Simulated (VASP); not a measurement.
Consider the following.

```
CELL_PARAMETERS angstrom
     -2.09869     2.09869     5.67536
      2.09869    -2.09869     5.67536
      2.09869     2.09869    -5.67536
ATOMIC_POSITIONS crystal
  Ba 0.00000 0.00000 0.00000
  Cu 0.25000 0.75000 0.50000
  Cu 0.75000 0.25000 0.50000
  As 0.63923 0.63923 0.00000
  As 0.36077 0.36077 0.00000
```

All values below come from PBEsol GGA with spin-orbit coupling, VASP's PBE PAW potentials (set 64) (plane waves; VASP). Run with 400 eV cut-off, 9×9×9 Γ-centred mesh, Gaussian smearing of 0.050 eV, potentials Ba_sv Cu As.

### Question
Give the energies of bands 35 to 48 at the high-symmetry points, in eV from the Fermi level.

### Answer

```json
[
 {"band": "35", "Γ": "-2.17", "X": "-2.27", "P": "-2.14", "N": "-2.59", "M": "-1.77", "S": "-2.23", "R": "-2.15"},
 {"band": "36", "Γ": "-2.17", "X": "-2.27", "P": "-2.14", "N": "-2.59", "M": "-1.77", "S": "-2.23", "R": "-2.15"},
 {"band": "37", "Γ": "-2.09", "X": "-2.08", "P": "-2.08", "N": "-0.89", "M": "-1.14", "S": "-0.99", "R": "-2.08"},
 {"band": "38", "Γ": "-2.09", "X": "-2.08", "P": "-2.08", "N": "-0.89", "M": "-1.14", "S": "-0.99", "R": "-2.08"},
 {"band": "39", "Γ": "0.36", "X": "-2.03", "P": "-1.89", "N": "-0.49", "M": "-0.84", "S": "-0.98", "R": "-2.02"},
 {"band": "40", "Γ": "0.36", "X": "-2.03", "P": "-1.89", "N": "-0.49", "M": "-0.84", "S": "-0.98", "R": "-2.02"},
 {"band": "41", "Γ": "0.54", "X": "-1.52", "P": "-1.77", "N": "-0.06", "M": "0.18", "S": "0.32", "R": "-1.62"},
 {"band": "42", "Γ": "0.54", "X": "-1.52", "P": "-1.77", "N": "-0.06", "M": "0.18", "S": "0.32", "R": "-1.62"},
 {"band": "43", "Γ": "0.72", "X": "-0.79", "P": "-1.04", "N": "0.07", "M": "0.77", "S": "0.83", "R": "-0.75"},
 {"band": "44", "Γ": "0.72", "X": "-0.79", "P": "-1.04", "N": "0.07", "M": "0.77", "S": "0.83", "R": "-0.75"},
 {"band": "45", "Γ": "1.95", "X": "2.96", "P": "4.17", "N": "1.83", "M": "0.88", "S": "1.79", "R": "3.08"},
 {"band": "46", "Γ": "1.95", "X": "2.96", "P": "4.17", "N": "1.83", "M": "0.88", "S": "1.79", "R": "3.08"},
 {"band": "47", "Γ": "2.19", "X": "4.39", "P": "4.44", "N": "3.06", "M": "1.59", "S": "2.08", "R": "4.25"},
 {"band": "48", "Γ": "2.19", "X": "4.39", "P": "4.47", "N": "3.07", "M": "1.59", "S": "2.08", "R": "4.25"}
]
```

It has no gap at this level: it comes out as a metal or semimetal.

The structure comes from a computed database's BaCu2As2 entry (I4/mmm); how it stands against other phases isn't given here. It was relaxed first.
